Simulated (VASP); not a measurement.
Consider the following.

```
CELL_PARAMETERS angstrom
     -1.70781     1.70781     7.66090
      1.70781    -1.70781     7.66090
      1.70781     1.70781    -7.66090
ATOMIC_POSITIONS crystal
  Nb 0.00000 0.00000 0.00000
  Nb 0.39924 0.39924 0.00000
  Nb 0.60076 0.60076 0.00000
  Au 0.19977 0.19977 0.00000
  Au 0.80023 0.80023 0.00000
```

These are PBEsol GGA, VASP's PBE PAW potentials (set 64) (plane waves; VASP 6.6.1) values and carry that method's errors. Run with 300 eV cut-off, 7×7×7 Γ-centred mesh, Gaussian smearing of 0.20 eV, potentials Nb_sv Au.

At this cut-off the stress carries a Pulay error, which pulls relaxed volumes low.

Question: Give the force on each atom (eV/Å).

Answer: 
```json
[
 {"atom": "Nb1", "Fx": "0.000", "Fy": "0.000", "Fz": "0.000"},
 {"atom": "Nb2", "Fx": "0.000", "Fy": "0.000", "Fz": "0.075"},
 {"atom": "Nb3", "Fx": "0.000", "Fy": "0.000", "Fz": "-0.075"},
 {"atom": "Au4", "Fx": "0.000", "Fy": "0.000", "Fz": "-0.074"},
 {"atom": "Au5", "Fx": "0.000", "Fy": "0.000", "Fz": "0.074"}
]
```

Question: Give the stress tensor in GPa (positive for a compressed cell).

Answer: 
```
-7.54   0.00   0.00
 0.00  -7.54   0.00
 0.00   0.00  -7.71
```
The pressure is its mean diagonal, -7.60 GPa.

The structure comes from a computed database's Nb3Au2 entry; how it stands against other phases isn't given here. The cell was not relaxed at this level. The k-mesh is coarse (spacing up to 0.37 per Å, 2π included), so the numbers may not be converged in it. The electron count is odd and the run is not spin-polarised, which forces a metal.
